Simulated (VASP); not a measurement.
Here is the system:

```xyz
3
Lattice="0.0000 2.7731 2.7731 2.7731 0.0000 2.7731 2.7731 2.7731 0.0000" Properties=species:S:1:pos:R:3 pbc="T T T"
Mg     1.3865     1.3865     1.3865
Mg     4.1596     4.1596     4.1596
Ge     0.0000     0.0000     0.0000
```

All values below come from LDA (Ceperley-Alder, Perdew-Zunger), VASP's LDA PAW potentials (set 64) (plane waves; VASP). Numerical set-up: 500 eV cut-off, 10×10×10 Γ-centred mesh, first-order Methfessel-Paxton smearing of 0.10 eV, potentials Mg Ge_d.

### Question
Predict the energy per atom (σ→0), pressure, band gap (on the k-mesh) with the smallest direct gap where there is one.

### Answer

The band gap (on the k-mesh) is none (metal, semimetal or under 0.01 eV), the energy per atom (σ→0) comes out as -2.644 eV/atom and the pressure is 44.98 GPa.

Only differences to runs with the same potentials and settings are physical.

The compound is Mg2Ge in the antifluorite structure. It was relaxed first under an external pressure of 45 GPa.
